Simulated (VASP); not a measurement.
These are r2SCAN meta-GGA, VASP's PBE PAW potentials (set 64) (plane waves; VASP) values and carry that method's errors.

VASP input:

File POSCAR:
```
Pm
1
    0.0000000000     2.5875793940     2.5875793940
    2.5875793940     0.0000000000     2.5875793940
    2.5875793940     2.5875793940     0.0000000000
Pm
1
Direct
  1.0000000000   0.0000000000   0.0000000000
```

### KPOINTS_OPT
```
k-points along high-symmetry lines
10
Line-mode
Reciprocal
  0.000000   0.000000   0.000000 ! GAMMA
  0.500000   0.000000   0.500000 ! X

  0.500000   0.000000   0.500000 ! X
  0.625000   0.250000   0.625000 ! U

  0.375000   0.375000   0.750000 ! K
  0.000000   0.000000   0.000000 ! GAMMA

  0.000000   0.000000   0.000000 ! GAMMA
  0.500000   0.500000   0.500000 ! L

  0.500000   0.500000   0.500000 ! L
  0.500000   0.250000   0.750000 ! W

  0.500000   0.250000   0.750000 ! W
  0.500000   0.000000   0.500000 ! X
```

INCAR:
```
NEDOS=601   # DOS grid
PREC=Accurate
SYSTEM=Pm
LWAVE=.False.
LREAL=.False.   # projection in real space or not
ISIF=2
LMIXTAU=.True.
ALGO=Normal
EDIFF=1E-7   # SCF stop (eV)
LCHARG=.False.
LASPH=.True.
ENCUT=400
ISMEAR=-5
METAGGA=R2SCAN
NELM=100
LMAXMIX=6   # l cut-off of mixed one-centre charges
LORBIT=11   # lm-projected
```

KPOINTS:
```
K-points
0
gamma
  14 14 14
```

POTCAR, in this order: Pm_3 (PBE.64 set). Program: vasp_std.

The 4f electrons are frozen in the core of the lanthanide potential, so 4f levels, which can set the real gap, and their magnetism are missing.

Q: Predict the energy per atom (σ→0), band gap (over mesh and band path).

A: 
| Quantity | Value |
|---|---|
| energy per atom (σ→0) | -29.519 eV/atom |
| band gap (over mesh and band path) | none (metal, semimetal or under 0.01 eV) |

File OSZICAR:
```
...
DAV:  22    -0.295193568595E+02   -0.54959E-06   -0.13489E-07  1630   0.418E-03    0.294E-03
DAV:  23    -0.295193586041E+02   -0.17445E-05   -0.21940E-08   957   0.133E-03    0.982E-04
DAV:  24    -0.295193580637E+02    0.54039E-06   -0.29771E-09   957   0.731E-04    0.709E-04
DAV:  25    -0.295193583995E+02   -0.33582E-06   -0.13213E-09   957   0.333E-04    0.346E-04
DAV:  26    -0.295193582763E+02    0.12320E-06   -0.30195E-10   957   0.228E-04    0.250E-04
DAV:  27    -0.295193583089E+02   -0.32568E-07   -0.14251E-10   957   0.130E-04
   1 F= -.29519358E+02 E0= -.29519358E+02  d E =0.000000E+00
       N       E                     dE             ncg
```

The structure comes from a computed database's Pm entry (Fm-3m); how it stands against other phases isn't given here. It was relaxed first.
